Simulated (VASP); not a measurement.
An input for Quantum ESPRESSO's pw.x (written as the equivalent of a VASP run, and not itself run):

```
&CONTROL
  calculation = 'vc-relax'
  pseudo_dir = './pseudo'
  outdir = './out'
  tprnfor = .true.
  tstress = .true.
  nstep = 50
  forc_conv_thr = 0.00039
/
&SYSTEM
  ibrav = 0
  nat = 8
  ntyp = 2
  ecutwfc = 98
  occupations = 'smearing'
  smearing = 'fermi-dirac'
  degauss = 0.00735
  input_dft = 'pz'
  nspin = 2
  starting_magnetization(2) = 0.2
/
&ELECTRONS
  conv_thr = 7.3e-08
  electron_maxstep = 100
/
&IONS
/
&CELL
/
ATOMIC_SPECIES
  Sb 121.760 Sb.upf
  Ni 58.693 Ni.upf
CELL_PARAMETERS angstrom
     4.3010000    0.0000000    0.0000000
     0.0000000    5.3500000    0.0000000
     0.0000000    0.0000000    4.5260000
ATOMIC_POSITIONS crystal
  Sb   0.0000000  0.0000000  0.6700000
  Sb   0.5000000  0.5000000  0.3300000
  Ni   0.0000000  0.2500000  0.1670000
  Ni   0.0000000  0.7500000  0.1670000
  Ni   0.5000000  0.7500000  0.8330000
  Ni   0.5000000  0.2500000  0.8330000
  Ni   0.5000000  0.0000000  0.3300000
  Ni   0.0000000  0.5000000  0.6700000
K_POINTS automatic
  3 3 3 0 0 0
```

**Question.** Write the VASP files for the same calculation (LDA).

**Answer.** One answer among several that fit: 
**KPOINTS**
```
kpoints
0
gamma
3 3 3
```

INCAR:
```
SYSTEM = Ni3Sb
PREC = Accurate
ENCUT = 300
EDIFF = 1E-6
NELM = 100
ALGO = Normal
LREAL = .FALSE.
LASPH = .TRUE.
ISMEAR = -1
SIGMA = 0.1
LMAXMIX = 4
LWAVE = .FALSE.
LCHARG = .FALSE.
ISIF = 3
ISPIN = 2
MAGMOM = 0.0 0.0 2.0 2.0 2.0 2.0 2.0 2.0
LORBIT = 11
IBRION = 2
NSW = 50
EDIFFG = -0.01
```

File POSCAR:
```
Ni3Sb
1
    4.3010000000     0.0000000000     0.0000000000
    0.0000000000     5.3500000000     0.0000000000
    0.0000000000     0.0000000000     4.5260000000
Sb Ni
2 6
Direct
  0.0000000000   0.0000000000   0.6700000000
  0.5000000000   0.5000000000   0.3300000000
  0.0000000000   0.2500000000   0.1670000000
  0.0000000000   0.7500000000   0.1670000000
  0.5000000000   0.7500000000   0.8330000000
  0.5000000000   0.2500000000   0.8330000000
  0.5000000000   0.0000000000   0.3300000000
  0.0000000000   0.5000000000   0.6700000000
```

POTCAR, in this order: Sb Ni (LDA.64 set). Program: vasp_std.

What does not carry over: the potentials are each code's own (VASP's PAW set, PseudoDojo norm-conserving files in pw.x), so ENCUT and ecutwfc are chosen apart and not converted; conv_thr bounds pw.x's estimated SCF error, while EDIFF bounds the energy change between steps; starting_magnetization is a fraction of the valence charge and MAGMOM a moment in μB, so they match only roughly; forc_conv_thr acts on force components and is met together with etot_conv_thr.

The structure comes from a measured Ni3Sb entry of the Crystallography Open Database, whose conditions weren't checked. This run relaxes it. Symmetry was kept, so distortions that lower it aren't found. The k-mesh is coarse (spacing up to 0.50 per Å, 2π included), so the numbers may not be converged in it. The run is one of a series of settings (EDIFFG = -0.01, IBRION = 2, ISIF = 3, NSW = 50 against the base run), some of them coarse on purpose.
